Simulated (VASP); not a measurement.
Calculation: LDA (Ceperley-Alder, Perdew-Zunger), VASP's LDA PAW potentials (set 64) (plane waves; VASP).

A VASP calculation is set up with these files.

**INCAR**
```
# general
SYSTEM   =  NiS
PREC     =  Accurate
ENCUT    =  300
LREAL    =  .False.
LASPH    =  .True.

# electronic loop
EDIFF    =  1E-6
NELM     =  100
ALGO     =  Normal
LMAXMIX  =  4

# smearing
ISMEAR   =  0
SIGMA    =  0.05

# spin
ISPIN    =  2
MAGMOM   =  2*2.0 2*0.0

# ions
ISIF     =  2

# output
LWAVE    =  .False.
LCHARG   =  .False.
LORBIT   =  11
```

### POSCAR
```
NiS
10.70280
  0.3213645027   0.0000000000   0.0000000000
 -0.1606822514   0.2783097881   0.0000000000
  0.0000000000   0.0000000000   0.5000000000
Ni S
2 2
Direct
  0.0000000000   0.0000000000   0.0000000000
  0.0000000000   0.0000000000   0.5000000000
  0.3333330000   0.6666670000   0.2500000000
  0.6666670000   0.3333330000   0.7500000000
```

**KPOINTS**
```
Automatic
0
gamma
8 8 4
```

POTCAR, in this order: Ni S (LDA.64 set). Program: vasp_std.

Output

OSZICAR:
```
       N       E                     dE             d eps       ncg     rms          rms(c)
DAV:   1     0.161920836332E+03    0.16192E+03   -0.10352E+04  2704   0.109E+03
DAV:   2    -0.122384669220E+02   -0.17416E+03   -0.16464E+03  2748   0.272E+02
DAV:   3    -0.252534623577E+02   -0.13015E+02   -0.12517E+02  3248   0.819E+01
DAV:   4    -0.256508630743E+02   -0.39740E+00   -0.39659E+00  3034   0.158E+01
DAV:   5    -0.256659813884E+02   -0.15118E-01   -0.15112E-01  3432   0.292E+00    0.207E+01
DAV:   6    -0.285418196751E+02   -0.28758E+01   -0.36376E+01  3254   0.107E+02    0.269E+01
DAV:   7    -0.237198725517E+02    0.48219E+01   -0.11725E+01  3018   0.792E+01    0.822E+00
DAV:   8    -0.239538091093E+02   -0.23394E+00   -0.22871E+00  3418   0.119E+01    0.285E+00
DAV:   9    -0.239371545401E+02    0.16655E-01   -0.97269E-02  3342   0.430E+00    0.127E+00
DAV:  10    -0.239358250737E+02    0.13295E-02   -0.92416E-03  3502   0.805E-01    0.622E-01
DAV:  11    -0.239354601724E+02    0.36490E-03   -0.30941E-03  3592   0.591E-01    0.237E-01
DAV:  12    -0.239354204782E+02    0.39694E-04   -0.74510E-04  4068   0.315E-01    0.451E-02
DAV:  13    -0.239354276655E+02   -0.71873E-05   -0.58484E-05  3026   0.706E-02    0.258E-02
DAV:  14    -0.239354255861E+02    0.20794E-05   -0.43442E-06  3228   0.213E-02    0.129E-02
DAV:  15    -0.239354254706E+02    0.11551E-06   -0.17966E-06  1880   0.130E-02
   1 F= -.23935425E+02 E0= -.23933755E+02  d E =-.334185E-02  mag=     0.0009
```

### OUTCAR
```
------------------------ aborting loop because EDIFF is reached ----------------------------------------
  FORCE on cell =-STRESS in cart. coord.  units (eV):
  Direction    XX          YY          ZZ          XY          YZ          ZX
  --------------------------------------------------------------------------------------
  Total       -4.2088925     -4.2088914     -5.9164364      0.0000000      0.0000000      0.0000000
  in kB     -122.9956616   -122.9956306   -172.8948922      0.0000000      0.0000000      0.0000000
  external PRESSURE =    -139.6287281 kB  Pullay stress =       0.0000000 kB
  volume of cell :       54.83
      direct lattice vectors                 reciprocal lattice vectors
     3.439500000  0.000000000  0.000000000     0.290739933  0.167858800  0.000000000
    -1.719750000  2.978694000  0.000000000     0.000000000  0.335717600  0.000000000
     0.000000000  0.000000000  5.351400000     0.000000000  0.000000000  0.186866988
 POSITION                                       TOTAL-FORCE (eV/Angst)
 -----------------------------------------------------------------------------------
      0.00000      0.00000      0.00000        -0.000000      0.000000     -0.000000
      0.00000      0.00000      2.67570        -0.000000      0.000000     -0.000000
     -0.00000      1.98580      1.33785         0.000000     -0.000000      0.000000
      1.71975      0.99290      4.01355        -0.000000      0.000000      0.000000
 -----------------------------------------------------------------------------------
    total drift:                               -0.000000      0.000000      0.000000
  FREE ENERGIE OF THE ION-ELECTRON SYSTEM (eV)
  ---------------------------------------------------
  free  energy   TOTEN  =       -23.9354254706 eV

  energy  without entropy=      -23.9320836224  energy(sigma->0) =      -23.93375455

 total charge

# of ion       s       p       d       tot
------------------------------------------
    1        0.384   0.442   8.410   9.236
    2        0.384   0.442   8.410   9.236
    3        1.355   2.262   0.000   3.617
    4        1.355   2.262   0.000   3.617
--------------------------------------------------
tot          3.478   5.408  16.820  25.706

 magnetization (x)

# of ion       s       p       d       tot
------------------------------------------
    1        0.000   0.000   0.000   0.000
    2        0.000   0.000   0.000   0.000
    3        0.000   0.000   0.000   0.000
    4        0.000   0.000   0.000   0.000
--------------------------------------------------
tot          0.000   0.000   0.001   0.001
```
(Selected blocks of OUTCAR.)

At this cut-off the stress carries a Pulay error, which pulls relaxed volumes low. The moments were started parallel, and other spin orders were not tried in this run.

The structure comes from a measured NiS entry of the Crystallography Open Database, whose conditions weren't checked. The cell was not relaxed at this level.
